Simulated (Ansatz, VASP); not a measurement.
# Ti3SiPd in VASP and in Ansatz

```
CELL_PARAMETERS angstrom
4.87962 -4.77146 0.00000
4.87962 4.77146 0.00000
0.00000 0.00000 3.47728
ATOMIC_POSITIONS crystal
Ti 0.83870 0.83870 0.50000
Ti 0.16130 0.16130 0.50000
Ti 0.32242 0.67758 0.50000
Ti 0.67758 0.32242 0.50000
Ti 0.50000 0.00000 0.00000
Ti 0.00000 0.50000 0.00000
Si 0.12767 0.87233 0.00000
Si 0.87233 0.12767 0.00000
Pd 0.63309 0.63309 0.00000
Pd 0.36691 0.36691 0.00000
```

Alike in both runs: functional PBE; k mesh 3 × 3 × 5; occupations gaussian, width 0.2 eV; no spin polarisation.

Ansatz relaxed the structure, and its values are those at the end. VASP's run is a single point on that final structure, the one shown.

```csv
,VASP,Ansatz
version,VASP 6.6.1,Ansatz 0.2.0
potentials or method,"VASP PAW PBE potentials, release 64 (Ti_sv, Si, Pd)","scalar-relativistic, plane waves, PAW"
plane-wave cutoff (eV),520,420
valence electrons in the cell,100,116
```

```csv
,VASP,Ansatz,Ansatz less VASP
gap on the k mesh at the Fermi level (eV),none,none,-
pressure (GPa),0.2,0.2,0.00
rms of the force components (eV/Å),0.013,0.014,+0.0012
```

A gap of «none» marks a metal or a gap that the smearing closes. With one functional, cell and mesh, what is left measures potentials, basis and numerics. The two sets of potentials don't hold the same shells in valence.

Caveats: the k mesh is coarse (spacing up to 0.36 Å⁻¹), so the values aren't converged.
